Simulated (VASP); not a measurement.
A convergence study with VASP on Pd (fcc): a few settings are varied, all else stays as given below, so the limit is that of these other settings. The cell's lengths are 1 % over those of the tabulated start, so it is off equilibrium.

```xyz
1
Lattice="0.0000 1.9645 1.9645 1.9645 0.0000 1.9645 1.9645 1.9645 0.0000" Properties=species:S:1:pos:R:3 pbc="T T T"
Pd     0.0000     0.0000     0.0000
```

Calculation: PBEsol GGA, VASP's PBE PAW potentials (set 64) (plane waves; VASP 6.6.1). The last row used: 900 eV cut-off, 14×14×14 Γ-centred mesh, first-order Methfessel-Paxton smearing of 0.10 eV, potentials Pd_pv.

Energies of different potentials or hybrids have different zeros.

```json
[
 {"setting": "ENCUT = 300, POTCAR Pd", "E (eV/atom)": "-5.9402", "pressure (GPa)": "-7.81", "plane waves": "190"},
 {"setting": "ENCUT = 400, POTCAR Pd", "E (eV/atom)": "-5.9329", "pressure (GPa)": "-8.05", "plane waves": "290"},
 {"setting": "ENCUT = 520, POTCAR Pd", "E (eV/atom)": "-5.9328", "pressure (GPa)": "-7.68", "plane waves": "420"},
 {"setting": "ENCUT = 700, POTCAR Pd", "E (eV/atom)": "-5.9332", "pressure (GPa)": "-7.61", "plane waves": "648"},
 {"setting": "ENCUT = 900, POTCAR Pd", "E (eV/atom)": "-5.9327", "pressure (GPa)": "-7.61", "plane waves": "950"},
 {"setting": "ENCUT = 300, POTCAR Pd_pv", "E (eV/atom)": "-5.9290", "pressure (GPa)": "-7.65", "plane waves": "190"},
 {"setting": "ENCUT = 400, POTCAR Pd_pv", "E (eV/atom)": "-5.9229", "pressure (GPa)": "-8.40", "plane waves": "290"},
 {"setting": "ENCUT = 520, POTCAR Pd_pv", "E (eV/atom)": "-5.9237", "pressure (GPa)": "-7.26", "plane waves": "420"},
 {"setting": "ENCUT = 700, POTCAR Pd_pv", "E (eV/atom)": "-5.9247", "pressure (GPa)": "-7.20", "plane waves": "648"},
 {"setting": "ENCUT = 900, POTCAR Pd_pv", "E (eV/atom)": "-5.9247", "pressure (GPa)": "-6.94", "plane waves": "950"}
]
```

Left out are rungs that failed or repeat a setting and relaxations that didn't move; long series are thinned to 24 rows.

The compound is Pd in the fcc structure. The cell was not relaxed at this level.
